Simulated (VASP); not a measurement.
Data:

```xyz
2
Lattice="2.8173 0.0000 0.0000 0.0000 2.8173 0.0000 0.0000 0.0000 2.8173" Properties=species:S:1:pos:R:3 pbc="T T T"
Al     1.4086     1.4086     1.4086
Ni     0.0000     0.0000     0.0000
```

Method: SCAN meta-GGA, VASP's PBE PAW potentials (set 64) (plane waves; VASP). Run with 520 eV cut-off, 13×13×13 Γ-centred mesh, first-order Methfessel-Paxton smearing of 0.10 eV, potentials Al Ni.

Give the stress tensor in GPa (positive for a compressed cell).

```
6.38  0.00  0.00
0.00  6.38  0.00
0.00  0.00  6.38
```
The pressure is its mean diagonal, 6.38 GPa.

The compound is NiAl in the CsCl type structure. This cell is one point of a volume scan, at 0.97 of the reference volume. The run is not spin-polarised, so no magnetic state was tried. The electron count is odd and the run is not spin-polarised, which forces a metal.
